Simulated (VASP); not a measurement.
Method: PBE GGA, VASP's PBE PAW potentials (set 64) (plane waves; VASP).

A VASP calculation is set up with these files.

**KPOINTS**
```
Automatic mesh
0
Gamma
14 14 14
0 0 0
```

File POSCAR:
```
WSi2
1
   -1.5961790000     1.5961790000     3.8934830000
    1.5961790000    -1.5961790000     3.8934830000
    1.5961790000     1.5961790000    -3.8934830000
Si W
2 1
Direct
  0.6650000000   0.6650000000   0.0000000000
  0.3350000000   0.3350000000   0.0000000000
  0.0000000000   0.0000000000   0.0000000000
```

INCAR:
```
SYSTEM = WSi2
PREC = Accurate; ENCUT = 300; LREAL = .False.
LASPH = .True.
EDIFF = 1E-6; NELM = 100; ALGO = Normal
LMAXMIX = 6
ISMEAR = 0; SIGMA = 0.05
GGA = PE
ISIF = 2
LWAVE = .False.; LCHARG = .False.
```

POTCAR, in this order: Si W_sv (PBE.64 set). Program: vasp_std.

Output

### OSZICAR
```
       N       E                     dE             d eps       ncg     rms          rms(c)
DAV:   1     0.895504045811E+02    0.89550E+02   -0.81987E+03  7391   0.101E+03
DAV:   2    -0.230288347791E+02   -0.11258E+03   -0.11090E+03  8699   0.280E+02
DAV:   3    -0.255857544895E+02   -0.25569E+01   -0.25123E+01  9770   0.402E+01
DAV:   4    -0.256015303795E+02   -0.15776E-01   -0.15772E-01  8398   0.362E+00
DAV:   5    -0.256017173028E+02   -0.18692E-03   -0.18692E-03  9728   0.365E-01    0.264E+01
DAV:   6    -0.248631750094E+02    0.73854E+00   -0.42412E+00  8804   0.155E+01    0.937E+00
DAV:   7    -0.247827405464E+02    0.80434E-01   -0.25102E-01  8237   0.301E+00    0.463E+00
DAV:   8    -0.247620979434E+02    0.20643E-01   -0.39462E-02  9490   0.174E+00    0.310E-01
DAV:   9    -0.247616891888E+02    0.40875E-03   -0.12034E-03  8783   0.268E-01    0.176E-01
DAV:  10    -0.247616157788E+02    0.73410E-04   -0.28980E-04  9063   0.166E-01    0.372E-02
DAV:  11    -0.247616106794E+02    0.50993E-05   -0.31536E-05  9133   0.443E-02    0.136E-02
DAV:  12    -0.247616108700E+02   -0.19055E-06   -0.11837E-06  5690   0.801E-03
   1 F= -.24761611E+02 E0= -.24761480E+02  d E =-.261726E-03
```

OUTCAR:
```
------------------------ aborting loop because EDIFF is reached ----------------------------------------
  FORCE on cell =-STRESS in cart. coord.  units (eV):
  Direction    XX          YY          ZZ          XY          YZ          ZX
  --------------------------------------------------------------------------------------
  Total        1.8235781      1.8235781      1.9227685      0.0000000      0.0000000      0.0000000
  in kB       73.6331677     73.6331677     77.6383200      0.0000000      0.0000000      0.0000000
  external PRESSURE =      74.9682185 kB  Pullay stress =       0.0000000 kB
  volume of cell :       39.68
      direct lattice vectors                 reciprocal lattice vectors
    -1.596179000  1.596179000  3.893483000     0.000000000  0.313248076  0.128419721
     1.596179000 -1.596179000  3.893483000     0.313248076  0.000000000  0.128419721
     1.596179000  1.596179000 -3.893483000     0.313248076  0.313248076  0.000000000
 POSITION                                       TOTAL-FORCE (eV/Angst)
 -----------------------------------------------------------------------------------
      0.00000      0.00000      5.17833         0.000000      0.000000      0.159002
      0.00000      0.00000      2.60863        -0.000000     -0.000000     -0.159002
      0.00000      0.00000      0.00000         0.000000      0.000000      0.000000
 -----------------------------------------------------------------------------------
    total drift:                                0.000000      0.000000     -0.000000
  FREE ENERGIE OF THE ION-ELECTRON SYSTEM (eV)
  ---------------------------------------------------
  free  energy   TOTEN  =       -24.7616108700 eV

  energy  without entropy=      -24.7613491436  energy(sigma->0) =      -24.76148001
```
(Selected blocks of OUTCAR.)

At this cut-off the stress carries a Pulay error, which pulls relaxed volumes low.

The structure is a typed WSi2 crystal. The cell was not relaxed at this level, and its volume differs by -5.9 % from the start's.
